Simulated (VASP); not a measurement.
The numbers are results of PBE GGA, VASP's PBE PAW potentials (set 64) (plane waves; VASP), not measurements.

VASP input:

File POSCAR:
```
Sn
1
   -2.8872505453     2.8872505453     1.5612870740
    2.8872505453    -2.8872505453     1.5612870740
    2.8872505453     2.8872505453    -1.5612870740
Sn
2
Direct
  0.2500000000   0.7500000000   0.5000000000
  0.0000000000   0.0000000000   0.0000000000
```

**INCAR**
```
# general
SYSTEM  = Sn
PREC    = Accurate
ENCUT   = 480
LREAL   = .False.
LASPH   = .True.   # aspherical one-centre terms

# electronic loop
EDIFF   = 1E-7   # SCF stop (eV)
NELM    = 100   # most electronic steps
ALGO    = Normal
LMAXMIX = 4

# smearing
ISMEAR  = 1
SIGMA   = 0.1   # width (eV)

# functional
GGA     = PE

# ions
IBRION  = 2   # conjugate gradients
NSW     = 40
ISIF    = 3
EDIFFG  = -0.01   # ionic stop
PSTRESS = 50

# output
LWAVE   = .False.
LCHARG  = .False.
```

**KPOINTS**
```
Regular mesh
0
gamma
12 12 12
0 0 0
```

POTCAR, in this order: Sn_d (PBE.64 set). Program: vasp_std.

### Question
What will the output report for the number of irreducible k-points (NKPTS), number of bands (NBANDS), largest plane-wave count, number of space-group operations, FFT grid (NGX, NGY, NGZ)?

### Answer

```
Item                                          Result
--------------------------------------  ------------
number of irreducible k-points (NKPTS)           163
number of bands (NBANDS)                          18
largest plane-wave count                        1270
number of space-group operations                  16
FFT grid (NGX, NGY, NGZ)                32 × 32 × 32
```

The compound is Sn in the beta structure. It was relaxed first under an external pressure of 5 GPa.
